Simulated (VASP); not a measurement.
Level of theory: vdW-DF-cx, VASP's PBE PAW potentials (set 64) (plane waves; VASP).

Input for VASP

### INCAR
```
EDIFF=1E-7   # SCF stop (eV)
GGA=CX
NELM=100   # most electronic steps
ISIF=2
SIGMA=0.05
LCHARG=F
ALGO=Normal   # blocked Davidson
SYSTEM=SiC
AGGAC=0.0
LUSE_VDW=T
LREAL=F   # projection in real space or not
ISMEAR=0   # Gaussian
ENCUT=520   # plane-wave cut-off (eV)
LWAVE=F
PREC=Accurate
LASPH=T   # aspherical one-centre terms
```

POSCAR:
```
SiC
1
    0.0000000000     2.1627105021     2.1627105021
    2.1627105021     0.0000000000     2.1627105021
    2.1627105021     2.1627105021     0.0000000000
Si C
1 1
Direct
  0.0000000000   0.0000000000   0.0000000000
  0.2500000000   0.2500000000   0.2500000000
```

**KPOINTS**
```
Automatic mesh
0
Gamma
10 10 10
0 0 0
```

POTCAR, in this order: Si C (PBE.64 set). Program: vasp_std.

Output of the run:

File OSZICAR:
```
       N       E                     dE             d eps       ncg     rms          rms(c)
DAV:   1     0.630978781119E+01    0.63098E+01   -0.42197E+03   816   0.843E+02
DAV:   2    -0.145916380975E+02   -0.20901E+02   -0.19941E+02  1112   0.107E+02
DAV:   3    -0.149531467605E+02   -0.36151E+00   -0.36151E+00   912   0.172E+01
DAV:   4    -0.149540160581E+02   -0.86930E-03   -0.86930E-03  1144   0.930E-01
DAV:   5    -0.149540163981E+02   -0.34007E-06   -0.34007E-06   904   0.149E-02    0.915E+00
DAV:   6    -0.131705074932E+02    0.17835E+01   -0.72318E+00   816   0.153E+01    0.416E+00
DAV:   7    -0.131066062538E+02    0.63901E-01   -0.39469E-01  1152   0.433E+00    0.190E+00
DAV:   8    -0.130986508452E+02    0.79554E-02   -0.19328E-02   776   0.128E+00    0.144E-01
DAV:   9    -0.130988170789E+02   -0.16623E-03   -0.70897E-04  1168   0.221E-01    0.104E-01
DAV:  10    -0.130988988792E+02   -0.81800E-04   -0.14131E-04   944   0.101E-01    0.205E-02
DAV:  11    -0.130988989420E+02   -0.62734E-07   -0.19687E-05   984   0.289E-02    0.593E-03
DAV:  12    -0.130988993592E+02   -0.41721E-06   -0.62592E-07   848   0.664E-03    0.103E-03
DAV:  13    -0.130988993873E+02   -0.28121E-07   -0.33118E-08   584   0.167E-03
   1 F= -.13098899E+02 E0= -.13098899E+02  d E =-.207489E-13
```

**OUTCAR**
```
------------------------ aborting loop because EDIFF is reached ----------------------------------------
  FORCE on cell =-STRESS in cart. coord.  units (eV):
  Direction    XX          YY          ZZ          XY          YZ          ZX
  --------------------------------------------------------------------------------------
  Total        0.8867065      0.8867065      0.8867065      0.0000000      0.0000000     -0.0000000
  in kB       70.2207292     70.2207292     70.2207292      0.0000000      0.0000000     -0.0000000
  external PRESSURE =      70.2207292 kB  Pullay stress =       0.0000000 kB
  volume of cell :       20.23
      direct lattice vectors                 reciprocal lattice vectors
     0.000000000  2.162710502  2.162710502    -0.231191368  0.231191368  0.231191368
     2.162710502  0.000000000  2.162710502     0.231191368 -0.231191368  0.231191368
     2.162710502  2.162710502  0.000000000     0.231191368  0.231191368 -0.231191368
  FREE ENERGIE OF THE ION-ELECTRON SYSTEM (eV)
  ---------------------------------------------------
  free  energy   TOTEN  =       -13.0988993873 eV

  energy  without entropy=      -13.0988993873  energy(sigma->0) =      -13.09889939
```
(Selected blocks of OUTCAR.)

The compound is SiC in the zinc blende structure. This cell is one point of a volume scan, at 0.97 of the reference volume.
